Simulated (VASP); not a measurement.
Data:

```
SnTe
1.0
    0.00000     3.27960     3.18407
    3.18407     0.00000     3.18407
    3.18407     3.27960     0.00000
Sn Te
1 1
Direct
  0.00000   0.00000   0.00000
  0.50000   0.50000   0.50000
```

All values below come from r2SCAN meta-GGA, VASP's PBE PAW potentials (set 64) (plane waves; VASP 6.6.1). Settings: 480 eV cut-off, 8×8×8 Γ-centred mesh, Gaussian smearing of 0.050 eV, potentials Sn_d Te.

Problem. Give the stress tensor in GPa (positive for a compressed cell).

Solution. 
```
 0.01   0.00   0.00
 0.00  -3.04   0.00
 0.00   0.00   0.01
```
The pressure is its mean diagonal, -1.01 GPa.

The compound is SnTe in the rock salt structure, which distorts at low temperature. This cell was strained or had an atom moved on purpose.
